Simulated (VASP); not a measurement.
Given:

```
Mg
1.0
    1.60500    -2.77994     0.00000
    1.60500     2.77994     0.00000
    0.00000     0.00000     5.21000
Mg
2
Direct
  0.34185   0.66379   0.24998
  0.65815   0.33621   0.75002
```

Computed with PBE GGA, VASP's PBE PAW potentials (set 64) (plane waves; VASP). Numerical set-up: 300 eV cut-off, 7×7×4 Γ-centred mesh, Gaussian smearing of 0.27 eV, potentials Mg.

Predict the energy per atom (σ→0), band gap (on the k-mesh) with the smallest direct gap where there is one.

- band gap (on the k-mesh): none (metal, semimetal or under 0.01 eV)
- energy per atom (σ→0): -1.515 eV/atom

Total energies compare only between runs with the same potentials, cut-off and functional.

The structure is a typed Mg crystal. The cell was not relaxed at this level. The k-mesh is coarse (spacing up to 0.32 per Å, 2π included), so the numbers may not be converged in it.
